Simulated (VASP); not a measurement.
Here is the system:

```
CELL_PARAMETERS angstrom
      2.79837     0.00000     0.00000
     -1.39919     2.42346     0.00000
      0.00000     0.00000     4.80046
ATOMIC_POSITIONS crystal
  Al 0.00000 0.00000 0.00000
  Al 0.00000 0.00000 0.50000
  N  0.33333 0.66667 0.25000
  N  0.66667 0.33333 0.75000
```

Computed with PBEsol GGA, VASP's PBE PAW potentials (set 64) (plane waves; VASP 6.6.1). Run with 620 eV cut-off, 9×9×5 Γ-centred mesh, Gaussian smearing of 0.050 eV, potentials Al N.

### Question
What does the run give for the energy per atom (σ→0), pressure?

### Answer

| Quantity | Result |
|---|---|
| energy per atom (σ→0) | -7.551 eV/atom |
| pressure | 10.06 GPa |

The structure was generated: AlN was put into the NiAs type type (P6_3/mmc), which need not be its known phase. It was relaxed first under an external pressure of 10 GPa.
